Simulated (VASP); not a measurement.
OSZICAR of a VASP run on InSb (zinc blende):

OSZICAR:
```
       N       E                     dE             d eps       ncg     rms          rms(c)
DAV:   1     0.101478915203E+03    0.10148E+03   -0.70454E+03   416   0.112E+03
DAV:   2    -0.869456256771E+00   -0.10235E+03   -0.10025E+03   441   0.292E+02
DAV:   3    -0.764004334237E+01   -0.67706E+01   -0.65931E+01   536   0.808E+01
DAV:   4    -0.781713655639E+01   -0.17709E+00   -0.17703E+00   536   0.160E+01
DAV:   5    -0.782188164072E+01   -0.47451E-02   -0.47450E-02   566   0.203E+00    0.407E+00
DAV:   6    -0.769772936468E+01    0.12415E+00   -0.20961E-01   580   0.854E+00    0.232E+00
DAV:   7    -0.767355721620E+01    0.24172E-01   -0.79351E-02   563   0.335E+00    0.632E-01
DAV:   8    -0.767279513458E+01    0.76208E-03   -0.81918E-03   553   0.126E+00    0.280E-01
DAV:   9    -0.767318788663E+01   -0.39275E-03   -0.76431E-04   466   0.278E-01    0.731E-02
DAV:  10    -0.767319325575E+01   -0.53691E-05   -0.37058E-05   551   0.481E-02    0.366E-02
DAV:  11    -0.767321620250E+01   -0.22947E-04   -0.37113E-05   451   0.521E-02    0.210E-02
DAV:  12    -0.767321671456E+01   -0.51206E-06   -0.92341E-07   357   0.731E-03
   1 F= -.76732167E+01 E0= -.76730382E+01  d E =-.767322E+01
       N       E                     dE             d eps       ncg     rms          rms(c)
DAV:   1    -0.779583553679E+01   -0.12262E+00   -0.31519E+00   516   0.369E+01    0.207E+00
DAV:   2    -0.769472814531E+01    0.10111E+00   -0.21549E-01   501   0.104E+01    0.789E-01
DAV:   3    -0.767697303267E+01    0.17755E-01   -0.56998E-02   546   0.486E+00    0.352E-01
DAV:   4    -0.767663123594E+01    0.34180E-03   -0.17526E-03   426   0.439E-01    0.232E-01
DAV:   5    -0.767633068314E+01    0.30055E-03   -0.25460E-04   477   0.141E-01    0.112E-01
DAV:   6    -0.767628964330E+01    0.41040E-04   -0.76551E-05   579   0.965E-02    0.173E-02
DAV:   7    -0.767629125018E+01   -0.16069E-05   -0.57973E-06   496   0.447E-02    0.568E-03
DAV:   8    -0.767629172653E+01   -0.47635E-06   -0.16716E-06   243   0.251E-02
   2 F= -.76762917E+01 E0= -.76761132E+01  d E =-.307501E-02
       N       E                     dE             d eps       ncg     rms          rms(c)
DAV:   1    -0.768670361053E+01   -0.10412E-01   -0.24870E-01   521   0.993E+00    0.614E-01
DAV:   2    -0.767824560816E+01    0.84580E-02   -0.18963E-02   501   0.315E+00    0.220E-01
DAV:   3    -0.767688788153E+01    0.13577E-02   -0.41565E-03   546   0.131E+00    0.110E-01
DAV:   4    -0.767686228507E+01    0.25596E-04   -0.13077E-04   426   0.109E-01    0.722E-02
DAV:   5    -0.767684652878E+01    0.15756E-04   -0.22107E-05   490   0.453E-02    0.315E-02
DAV:   6    -0.767684788232E+01   -0.13535E-05   -0.58946E-06   607   0.254E-02    0.574E-03
DAV:   7    -0.767684747532E+01    0.40700E-06   -0.36126E-07   213   0.112E-02
   3 F= -.76768475E+01 E0= -.76766689E+01  d E =-.363076E-02
```

**Question.** Which electronic solver shows in the log?

**Answer.** It is blocked Davidson (ALGO = Normal, or the opening steps of other solvers). The INCAR had ALGO = Normal.

**Question.** Can the final energy be trusted as converged?

**Answer.** The calculation finished and met its thresholds. It stopped with EDIFF = 1E-6, NELM = 100, NSW = 60 and EDIFFG = -0.01 after 3 ionic steps (PBEsol GGA, plane waves, VASP's PBE PAW potentials (set 64)).

The compound is InSb in the zinc blende structure. This run relaxes it. Symmetry was kept, so distortions that lower it aren't found.
